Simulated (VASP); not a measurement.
Computed with PBEsol GGA, VASP's PBE PAW potentials (set 64) (plane waves; VASP).

The input files of a VASP run:

**KPOINTS**
```
Automatic mesh
0
Gamma
8 8 5
0 0 0
```

**INCAR**
```
ALGO = Normal
EDIFF = 1E-6
EDIFFG = -0.02
ENCUT = 620
GGA = PS
IBRION = 2
ISIF = 3
ISMEAR = 0
LASPH = .TRUE.
LCHARG = .FALSE.
LREAL = .FALSE.
LWAVE = .FALSE.
NELM = 100
NSW = 40
PREC = Accurate
PSTRESS = 50
SIGMA = 0.05
SYSTEM = AlN
```

POSCAR:
```
AlN
1.0
  1.5443023820  -2.6748101820   0.0000000000
  1.5443023820   2.6748101820   0.0000000000
  0.0000000000   0.0000000000   4.9437907586
Al N
2 2
Direct
  0.6666670000   0.3333330000   0.5000227472
  0.3333330000   0.6666670000   0.0000227472
  0.6666670000   0.3333330000   0.8819772528
  0.3333330000   0.6666670000   0.3819772528
```

POTCAR, in this order: Al N (PBE.64 set). Program: vasp_std.

What VASP printed:

**OSZICAR**
```
       N       E                     dE             d eps       ncg     rms          rms(c)
DAV:   1     0.552538478312E+02    0.55254E+02   -0.85091E+03   720   0.138E+03
DAV:   2    -0.314712954661E+02   -0.86725E+02   -0.79562E+02  1040   0.253E+02
DAV:   3    -0.358076004082E+02   -0.43363E+01   -0.43194E+01   952   0.613E+01
DAV:   4    -0.358449472823E+02   -0.37347E-01   -0.37335E-01   860   0.647E+00
DAV:   5    -0.358454607111E+02   -0.51343E-03   -0.51341E-03   924   0.747E-01    0.119E+01
DAV:   6    -0.313652251437E+02    0.44802E+01   -0.15378E+01   876   0.319E+01    0.426E+00
DAV:   7    -0.313369559194E+02    0.28269E-01   -0.61687E-01   800   0.671E+00    0.285E+00
DAV:   8    -0.313050431521E+02    0.31913E-01   -0.76717E-02   824   0.308E+00    0.450E-01
DAV:   9    -0.313007258394E+02    0.43173E-02   -0.16447E-02   916   0.996E-01    0.237E-01
DAV:  10    -0.313010228335E+02   -0.29699E-03   -0.13633E-03   868   0.315E-01    0.150E-01
DAV:  11    -0.313009411773E+02    0.81656E-04   -0.21858E-04   840   0.124E-01    0.293E-02
DAV:  12    -0.313009411881E+02   -0.10827E-07   -0.40942E-06   872   0.235E-02
   1 F= -.30026339E+02 E0= -.30026339E+02  d E =-.300263E+02
       N       E                     dE             d eps       ncg     rms          rms(c)
DAV:   1    -0.313001295388E+02    0.81164E-03   -0.53770E-03   720   0.709E-01    0.472E-02
DAV:   2    -0.313000785067E+02    0.51032E-04   -0.87186E-05   908   0.892E-02    0.225E-02
DAV:   3    -0.313000641889E+02    0.14318E-04   -0.23336E-05   876   0.425E-02    0.700E-03
DAV:   4    -0.313000626855E+02    0.15034E-05   -0.40992E-06   832   0.178E-02    0.228E-03
DAV:   5    -0.313000626469E+02    0.38611E-07   -0.51167E-07   372   0.656E-03
   2 F= -.30026400E+02 E0= -.30026400E+02  d E =-.613078E-04
```

File OUTCAR:
```
------------------------ aborting loop because EDIFF is reached ----------------------------------------
  FORCE on cell =-STRESS in cart. coord.  units (eV):
  Direction    XX          YY          ZZ          XY          YZ          ZX
  --------------------------------------------------------------------------------------
  Total        1.3106234      1.3106234      1.2936616      0.0000000     -0.0000000      0.0000000
  in kB       51.4509594     51.4509592     50.7850923      0.0000000     -0.0000000      0.0000000
  external PRESSURE =       1.2290036 kB  Pullay stress =      50.0000000 kB
  volume of cell :       40.81
      direct lattice vectors                 reciprocal lattice vectors
     1.544521290 -2.675189341  0.000000000     0.323724900 -0.186902659  0.000000000
     1.544521290  2.675189341  0.000000000     0.323724900  0.186902659  0.000000000
     0.000000000  0.000000000  4.938745123     0.000000000  0.000000000  0.202480585
  FREE ENERGIE OF THE ION-ELECTRON SYSTEM (eV)
  ---------------------------------------------------
  free  energy   TOTEN  =       -31.3000626469 eV

  energy  without entropy=      -31.3000626469  energy(sigma->0) =      -31.30006265
  enthalpy is  TOTEN    =       -30.0263998726 eV   P V=        1.2736627743

 reached required accuracy - stopping structural energy minimisation
```
(Selected blocks of OUTCAR.)

**CONTCAR**
```
AlN
   1.00000000000000
     1.5445212895809581   -2.6751893408692982    0.0000000000000000
     1.5445212895809581    2.6751893408692982    0.0000000000000000
     0.0000000000000000    0.0000000000000000    4.9387451231310671
  Al              N
     2     2
Direct
     0.6666669999999968    0.3333330000000032    0.4999119278332430
     0.3333330000000032    0.6666669999999968    0.9999119278332429
     0.6666669999999968    0.3333330000000032    0.8820880721667550
     0.3333330000000032    0.6666669999999968    0.3820880721667549
```

The compound is AlN in the wurtzite structure. This run relaxes it under an external pressure of 5 GPa. Symmetry was kept, so distortions that lower it aren't found.
